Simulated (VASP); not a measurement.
Data:

```
CELL_PARAMETERS angstrom
      0.00000     2.73805     2.73805
      2.73805     0.00000     2.73805
      2.73805     2.73805     0.00000
ATOMIC_POSITIONS crystal
  Mg 0.00000 0.00000 0.00000
  Se 0.50000 0.50000 0.50000
```

These are rev-vdW-DF2, VASP's PBE PAW potentials (set 64) (plane waves; VASP 6.6.1) values and carry that method's errors. Settings: 520 eV cut-off, Gaussian smearing of 0.050 eV, potentials Mg Se.

Problem. Give the energies of bands 2 to 7 at the high-symmetry points, in eV from the valence-band maximum.

Solution. 
```csv
band,Γ,X,U,L,W
2,0.00,-4.17,-3.69,-4.86,-3.24
3,0.00,-1.75,-3.27,-0.56,-3.24
4,0.00,-1.75,-1.40,-0.56,-2.51
5,2.51,1.78,3.03,3.85,4.48
6,7.45,4.06,6.30,6.09,6.93
7,7.45,11.66,8.88,6.09,7.59
```

The gap is indirect, 1.78 eV, from the valence maximum at Γ to the conduction minimum at X.

The compound is MgSe in the rock salt structure. It was relaxed first.
